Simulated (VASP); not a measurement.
Data:

```xyz
8
Lattice="5.9657 0.0000 0.0000 0.0000 5.9657 0.0000 0.0000 0.0000 5.9549" Properties=species:S:1:pos:R:3 pbc="T T T"
Hg     0.0000     0.0000     0.0000
Hg     2.9829     2.9829     0.0000
S      1.4914     1.4914     1.5100
S      4.4743     4.4743     1.5100
S      4.4743     1.4914     4.4449
S      1.4914     4.4743     4.4449
Cd     2.9829     0.0000     2.9775
Cd     5.9657     2.9829     2.9775
```

Method: modified Becke-Johnson potential (mBJ), VASP's PBE PAW potentials (set 64) (plane waves; VASP 6.6.1). Run with 400 eV cut-off, 4×4×4 Γ-centred mesh, Gaussian smearing of 0.050 eV, potentials Hg S Cd.

mBJ is a potential without an energy functional, so only the levels count. Unless said otherwise, spin-orbit coupling is left out, though it shifts the bands of the heavy elements here.

Problem. Predict the band gap (on the k-mesh) with the smallest direct gap where there is one.

Solution. 
| Property | Value |
|---|---|
| band gap (on the k-mesh) | 1.48 eV |
| smallest direct gap (on the k-mesh) | 1.48 eV |

Total energies compare only between runs with the same potentials, cut-off and functional.

The structure was generated: Cd2Hg2S4 was put into an ordered model structure (P-4m2), which need not be its known phase. It was relaxed first, which changed the volume by +7 %. The cell's shape comes from a PBE relaxation.
